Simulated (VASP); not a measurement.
Crystal: CdSb2O4.

```
Cd Sb O
1.0
    -3.61144    3.61144    2.95819
     3.61144   -3.61144    2.95819
     3.61144    3.61144   -2.95819
Cd Sb O
1 2 4
Direct
  0.50000 0.50000 0.00000
  0.25000 0.75000 0.50000
  0.75000 0.25000 0.50000
  0.83067 0.31619 0.14685
  0.68381 0.83067 0.51448
  0.31619 0.16933 0.48552
  0.16933 0.68381 0.85315
```

The cell was built by a generator and needn't be a form met in nature.

| Quantity | Value |
| --- | --- |
| Program | VASP 6.6.1 |
| Task | relaxation of cell and atoms |
| Functional | PBE |
| Potentials or basis | VASP PAW PBE potentials, release 64 (Cd, Sb, O) |
| Cutoff | 520 eV |
| k mesh | 3 × 3 × 3 |
| Occupations | gaussian, width 0.15 eV |
| Spin | no spin polarisation |

At the start: pressure -9.1 GPa; volume 22.05 Å³/atom.

Question: How do energy, volume and symmetry change on relaxing?

Answer: Over 15 steps the energy falls by 414.2 meV/atom and the volume is 18.51 Å³/atom (-16.1 %); space group I4/m (No. 87, to 0.05 Å).

Step by step:
```csv
step,energy change (eV),largest force (eV/Å),pressure (GPa),volume (Å³)
1,0.0000,1.8191,-9.06,154.33
2,-2.0438,1.2940,2.70,127.62
3,-2.0793,1.4793,5.15,124.43
4,-2.7830,0.3909,1.98,123.83
5,-2.7977,0.5381,2.17,123.98
6,-2.8494,0.3697,-1.30,128.30
7,-2.8503,0.3682,-1.02,127.83
8,-2.8802,0.2079,-0.26,127.17
9,-2.8880,0.0925,-0.01,126.64
10,-2.8880,0.0878,0.21,126.60
11,-2.8905,0.0881,0.11,127.04
12,-2.8912,0.1249,-0.07,127.74
13,-2.8925,0.1114,-0.04,127.92
14,-2.8956,0.0975,0.12,128.46
15,-2.8993,0.0756,0.27,129.55
```

Final structure:
```
CELL_PARAMETERS angstrom
-3.18011 3.18011 3.20262
3.18011 -3.18011 3.20262
3.18011 3.18011 -3.20262
ATOMIC_POSITIONS crystal
Cd 0.50000 0.50000 0.00000
Sb 0.25000 0.75000 0.50000
Sb 0.75000 0.25000 0.50000
O 0.81132 0.34220 0.15353
O 0.65780 0.81132 0.46912
O 0.34220 0.18868 0.53088
O 0.18868 0.65780 0.84647
```

Caveat: the k mesh is coarse (spacing up to 0.46 Å⁻¹), so the values aren't converged; the volume moved by over 15 % at a fixed basis, so the end points are rough.
